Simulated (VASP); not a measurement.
VASP runs on ReS (space group P6_3/mmc) share one base input (PBE GGA, plane waves, VASP's PBE PAW potentials (set 64)) and change the settings named in each case.

KPOINTS:
```
Automatic mesh
0
Gamma
7 7 4
0 0 0
```

**POSCAR**
```
ReS
3.8481870
  1.0000000000   0.0000000000   0.0000000000
 -0.4999998701   0.8660252217   0.0000000000
  0.0000000000   0.0000000000   1.3937550332
Re S
2 2
Cart
  0.0000000000   0.0000000000   0.0000000000
  0.0000000000   0.0000000000   0.6968775166
 -0.0000004134   0.5773504365   0.3484387583
  0.5000005433   0.2886747852   1.0453162749
```

INCAR:
```
SYSTEM = ReS
PREC = Accurate
ENCUT = 300
EDIFF = 1E-6
NELM = 100
ALGO = Normal
LREAL = .FALSE.
LASPH = .TRUE.
ISMEAR = -1
SIGMA = 0.1
GGA = PE
LMAXMIX = 6
LWAVE = .FALSE.
LCHARG = .FALSE.
ISIF = 2
```

POTCAR, in this order: Re S (PBE.64 set). Program: vasp_std.

```
change                                                                                                                                      E(σ→0) (eV/atom)  pressure (GPa)  −TS (eV)
------------------------------------------------------------------------------------------------------------------------------------------  ----------------  --------------  --------
base run                                                                                                                                             -7.6945          -19.25   -0.0842
GGA removed, POTCAR Re S (LDA.64 set)                                                                                                                -8.6810          -27.63   -0.0869
GGA_COMPAT = .FALSE., LNONCOLLINEAR = .TRUE., LSORBIT = .TRUE., MAGMOM = 0.0 0.0 0.0 0.0 0.0 0.0 0.0 0.0 0.0 0.0 0.0 0.0, program vasp_ncl           -7.8640          -17.76   -0.0815
KPOINTS 1×1×1 Γ-centred mesh                                                                                                                         -8.3114          -42.42   -0.0105
```
 Energies of different potentials or functionals have different zeros.  Unless said otherwise, spin-orbit coupling is left out, though it shifts the bands of the heavy elements here. At 300 eV the pressure can carry a Pulay error.

Left out are runs that ran out of time, are held back, or changed the cell or the kind of run, fixed moments of cells without a moment, rows past the twelfth, gaps on odd meshes, pressures of charged cells and columns that move by less than the noise.

The structure was generated: ReS was put into an ordered model structure, which need not be its known phase. The cell was not relaxed at this level.
